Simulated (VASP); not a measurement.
An input for Quantum ESPRESSO's pw.x (written as the equivalent of a VASP run, and not itself run):

```
&CONTROL
  calculation = 'scf'
  pseudo_dir = './pseudo'
  outdir = './out'
  tprnfor = .true.
  tstress = .true.
/
&SYSTEM
  ibrav = 0
  nat = 3
  ntyp = 2
  ecutwfc = 86
  occupations = 'smearing'
  smearing = 'gaussian'
  degauss = 0.003675
  input_dft = 'pbe'
/
&ELECTRONS
  conv_thr = 7.3e-08
  electron_maxstep = 100
/
ATOMIC_SPECIES
  Zr 91.224 Zr.upf
  Se 78.971 Se.upf
CELL_PARAMETERS angstrom
     1.9227000   -3.3302140    0.0000000
     1.9227000    3.3302140    0.0000000
     0.0000000    0.0000000    6.2628000
ATOMIC_POSITIONS crystal
  Zr   0.0000000  0.0000000  0.0000000
  Se   0.3333330  0.6666670  0.2550000
  Se   0.6666670  0.3333330  0.7450000
K_POINTS automatic
  6 6 3 0 0 0
```

Task: Write the VASP files for the same calculation (PBE).

Result: One answer among several that fit: 
File POSCAR:
```
ZrSe2
6.26280
  0.3070032573  -0.5317452258   0.0000000000
  0.3070032573   0.5317452258   0.0000000000
  0.0000000000   0.0000000000   1.0000000000
Zr Se
1 2
Direct
  0.0000000000   0.0000000000   0.0000000000
  0.3333330000   0.6666670000   0.2550000000
  0.6666670000   0.3333330000   0.7450000000
```

KPOINTS:
```
Automatic mesh
0
Gamma
6 6 3
0 0 0
```

### INCAR
```
ALGO = Normal
EDIFF = 1E-6
ENCUT = 400
GGA = PE
ISIF = 2
ISMEAR = 0
LASPH = .TRUE.
LCHARG = .FALSE.
LMAXMIX = 4
LREAL = .FALSE.
LWAVE = .FALSE.
NBANDS = 14
NELM = 100
PREC = Accurate
SIGMA = 0.05
SYSTEM = ZrSe2
```

POTCAR, in this order: Zr_sv Se (PBE.64 set). Program: vasp_std.

What does not carry over: the potentials are each code's own (VASP's PAW set, PseudoDojo norm-conserving files in pw.x), so ENCUT and ecutwfc are chosen apart and not converted; conv_thr bounds pw.x's estimated SCF error, while EDIFF bounds the energy change between steps; the number of bands isn't carried over, since the valence differs with the files.

The compound is ZrSe2 in the 1T layered structure. The cell was not relaxed at this level. The run is one of a series of settings (NBANDS = 14 against the base run), some of them coarse on purpose.
